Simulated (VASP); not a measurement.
Output of a VASP run:

**OSZICAR**
```
       N       E                     dE             d eps       ncg     rms          rms(c)
DAV:   1     0.113009217078E+04    0.11301E+04   -0.48329E+04  6192   0.111E+03
DAV:   2    -0.491579794483E+02   -0.11793E+04   -0.10935E+04  6192   0.305E+02
DAV:   3    -0.174497215228E+03   -0.12534E+03   -0.11107E+03  6385   0.118E+02
DAV:   4    -0.180197398473E+03   -0.57002E+01   -0.55968E+01  7198   0.265E+01
DAV:   5    -0.180379400095E+03   -0.18200E+00   -0.18175E+00  7767   0.415E+00    0.615E+01
DAV:   6    -0.180354985960E+03    0.24414E-01   -0.25600E+02  7308   0.112E+02    0.495E+01
DAV:   7    -0.175978418720E+03    0.43766E+01   -0.12040E+02  7103   0.136E+02    0.574E+01
DAV:   8    -0.166059384588E+03    0.99190E+01   -0.67797E+01  7274   0.108E+02    0.362E+01
DAV:   9    -0.162177972631E+03    0.38814E+01   -0.17173E+01  7983   0.511E+01    0.171E+01
DAV:  10    -0.162762430815E+03   -0.58446E+00   -0.37972E+00  7332   0.174E+01    0.102E+01
DAV:  11    -0.165839114553E+03   -0.30767E+01   -0.25970E+00  7273   0.106E+01    0.570E+00
DAV:  12    -0.166403024770E+03   -0.56391E+00   -0.55792E-01  7768   0.626E+00    0.301E+00
DAV:  13    -0.166430342523E+03   -0.27318E-01   -0.17017E-01  7285   0.267E+00    0.170E+00
DAV:  14    -0.166440106420E+03   -0.97639E-02   -0.27854E-02  7432   0.106E+00    0.778E-01
DAV:  15    -0.166443518816E+03   -0.34124E-02   -0.70698E-03  9264   0.736E-01    0.726E-01
DAV:  16    -0.166443657923E+03   -0.13911E-03   -0.34840E-03  6888   0.348E-01    0.513E-01
DAV:  17    -0.166444815348E+03   -0.11574E-02   -0.43704E-03  7959   0.467E-01    0.228E-01
DAV:  18    -0.166445842202E+03   -0.10269E-02   -0.20895E-03  8980   0.323E-01    0.162E-01
DAV:  19    -0.166446225474E+03   -0.38327E-03   -0.84852E-04  7732   0.147E-01    0.133E-01
DAV:  20    -0.166446516960E+03   -0.29149E-03   -0.33015E-04  8455   0.123E-01    0.101E-01
DAV:  21    -0.166446802384E+03   -0.28542E-03   -0.51213E-04  8494   0.155E-01    0.744E-02
DAV:  22    -0.166447082910E+03   -0.28053E-03   -0.10178E-03  8220   0.220E-01    0.659E-02
DAV:  23    -0.166447250287E+03   -0.16738E-03   -0.62876E-04  8299   0.134E-01    0.520E-02
DAV:  24    -0.166447270451E+03   -0.20164E-04   -0.90877E-04  8194   0.217E-01    0.472E-02
DAV:  25    -0.166447353835E+03   -0.83383E-04   -0.23009E-04  6563   0.822E-02    0.154E-02
DAV:  26    -0.166447357205E+03   -0.33700E-05   -0.28469E-05  7870   0.405E-02    0.641E-03
DAV:  27    -0.166447357925E+03   -0.72009E-06   -0.36076E-06  5395   0.104E-02
   1 F= -.16644736E+03 E0= -.16644631E+03  d E =-.314368E-02  mag=     2.7510
```

**OUTCAR**
```
------------------------ aborting loop because EDIFF is reached ----------------------------------------
  FORCE on cell =-STRESS in cart. coord.  units (eV):
  Direction    XX          YY          ZZ          XY          YZ          ZX
  --------------------------------------------------------------------------------------
  Total       15.8201339     17.1086436     20.2977102     -0.0000000      0.0000000      0.0000000
  in kB      104.3159118    112.8121780    133.8404696     -0.0000000      0.0000000      0.0000000
  external PRESSURE =     116.9895198 kB  Pullay stress =       0.0000000 kB
  volume of cell :      242.98
      direct lattice vectors                 reciprocal lattice vectors
     4.805666000  0.000000000  0.000000000     0.208087703  0.000000000  0.000000000
     0.000000000  3.666641000  0.000000000     0.000000000  0.272729182  0.000000000
     0.000000000  0.000000000 13.789490000     0.000000000  0.000000000  0.072518998
 POSITION                                       TOTAL-FORCE (eV/Angst)
 -----------------------------------------------------------------------------------
      3.97664      2.74998      3.88574        -0.198444     -0.000000      0.312598
      3.97664      2.74998     10.78049        -0.198444     -0.000000      0.312598
      0.82903      0.91666      3.00900         0.198444     -0.000000     -0.312598
      0.82903      0.91666      9.90375         0.198444     -0.000000     -0.312598
      3.23186      0.91666      0.43837         0.198444     -0.000000      0.312598
      3.23186      0.91666      7.33311         0.198444     -0.000000      0.312598
      1.57381      2.74998      6.45638        -0.198444     -0.000000     -0.312598
      1.57381      2.74998     13.35112        -0.198444      0.000000     -0.312598
      2.57497      0.91666      4.97387         0.065318     -0.000000     -0.233910
      2.57497      0.91666     11.86861         0.065318     -0.000000     -0.233910
      2.23069      2.74998      1.92088        -0.065318     -0.000000      0.233910
      2.23069      2.74998      8.81562        -0.065318     -0.000000      0.233910
      4.63353      2.74998      1.52650        -0.065318      0.000000     -0.233910
      4.63353      2.74998      8.42124        -0.065318      0.000000     -0.233910
      0.17214      0.91666      5.36825         0.065318      0.000000      0.233910
      0.17214      0.91666     12.26299         0.065318     -0.000000      0.233910
      0.96541      0.91666      0.71485        -0.146800      0.000000      0.111914
      0.96541      0.91666      7.60959        -0.146800     -0.000000      0.111914
      3.84026      2.74998      6.17990         0.146800     -0.000000     -0.111914
      3.84026      2.74998     13.07464         0.146800      0.000000     -0.111914
      1.43742      2.74998      4.16222         0.146800     -0.000000      0.111914
      1.43742      2.74998     11.05696         0.146800     -0.000000      0.111914
      3.36824      0.91666      2.73253        -0.146800     -0.000000     -0.111914
      3.36824      0.91666      9.62727        -0.146800     -0.000000     -0.111914
 -----------------------------------------------------------------------------------
    total drift:                                0.000000      0.000000     -0.000000
  FREE ENERGIE OF THE ION-ELECTRON SYSTEM (eV)
  ---------------------------------------------------
  free  energy   TOTEN  =      -166.4473579248 eV

  energy  without entropy=     -166.4442142423  energy(sigma->0) =     -166.44631003

 total charge

# of ion       s       p       d       tot
------------------------------------------
    1        0.481   0.642   7.533   8.656
    2        0.481   0.642   7.533   8.656
    3        0.481   0.642   7.533   8.656
    4        0.481   0.642   7.533   8.656
    5        0.481   0.642   7.533   8.656
    6        0.481   0.642   7.533   8.656
    7        0.481   0.642   7.533   8.656
    8        0.481   0.642   7.533   8.656
    9        0.460   0.609   7.473   8.542
   10        0.460   0.609   7.473   8.542
   11        0.460   0.609   7.473   8.542
   12        0.460   0.609   7.473   8.542
   13        0.460   0.609   7.473   8.542
   14        0.460   0.609   7.473   8.542
   15        0.460   0.609   7.473   8.542
   16        0.460   0.609   7.473   8.542
   17        0.735   0.942   0.000   1.677
   18        0.735   0.942   0.000   1.677
   19        0.735   0.942   0.000   1.677
   20        0.735   0.942   0.000   1.677
...
```
(Selected blocks of OUTCAR.)

### POSCAR
```
Co2Si
1
    4.8056660000     0.0000000000     0.0000000000
    0.0000000000     3.6666410000     0.0000000000
    0.0000000000     0.0000000000    13.7894900000
Co Si
16 8
Direct
  0.8274900000   0.7500000000   0.2817900000
  0.8274900000   0.7500000000   0.7817900000
  0.1725100000   0.2500000000   0.2182100000
  0.1725100000   0.2500000000   0.7182100000
  0.6725100000   0.2500000000   0.0317900000
  0.6725100000   0.2500000000   0.5317900000
  0.3274900000   0.7500000000   0.4682100000
  0.3274900000   0.7500000000   0.9682100000
  0.5358200000   0.2500000000   0.3607000000
  0.5358200000   0.2500000000   0.8607000000
  0.4641800000   0.7500000000   0.1393000000
  0.4641800000   0.7500000000   0.6393000000
  0.9641800000   0.7500000000   0.1107000000
  0.9641800000   0.7500000000   0.6107000000
  0.0358200000   0.2500000000   0.3893000000
  0.0358200000   0.2500000000   0.8893000000
  0.2008900000   0.2500000000   0.0518400000
  0.2008900000   0.2500000000   0.5518400000
  0.7991100000   0.7500000000   0.4481600000
  0.7991100000   0.7500000000   0.9481600000
  0.2991100000   0.7500000000   0.3018400000
  0.2991100000   0.7500000000   0.8018400000
  0.7008900000   0.2500000000   0.1981600000
  0.7008900000   0.2500000000   0.6981600000
```

**Question.** Reconstruct the remaining input files.

**Answer.** This is not unique; one that fits is the input of the run itself, PBE GGA, plane waves, VASP's PBE PAW potentials (set 64).

### KPOINTS
```
Automatic mesh
0
Gamma
3 4 2
0 0 0
```

**INCAR**
```
# general
SYSTEM =Co2Si
PREC   =Accurate
ENCUT  =300
LREAL  =Auto
LASPH  =T

# electronic loop
EDIFF  =1E-6
NELM   =100
ALGO   =Normal
LMAXMIX=4

# smearing
ISMEAR =1
SIGMA  =0.1

# functional
GGA    =PE

# spin
ISPIN  =2

# ions
ISIF   =2

# output
LWAVE  =F
LCHARG =F
LORBIT =11
```

POTCAR, in this order: Co Si (PBE.64 set). Program: vasp_std. The INCAR's line for the spin-polarised start is left out here.

At this cut-off the stress carries a Pulay error, which pulls relaxed volumes low.  The run has a spin-polarised start.

The structure comes from a computed database's Co2Si entry; how it stands against other phases isn't given here. The cell was not relaxed at this level. The k-mesh is coarse (spacing up to 0.44 per Å, 2π included), so the numbers may not be converged in it. The run is one of a series of settings (LREAL = Auto, another spin-polarised start, KPOINTS 3×4×2 Γ-centred mesh against the base run), some of them coarse on purpose.
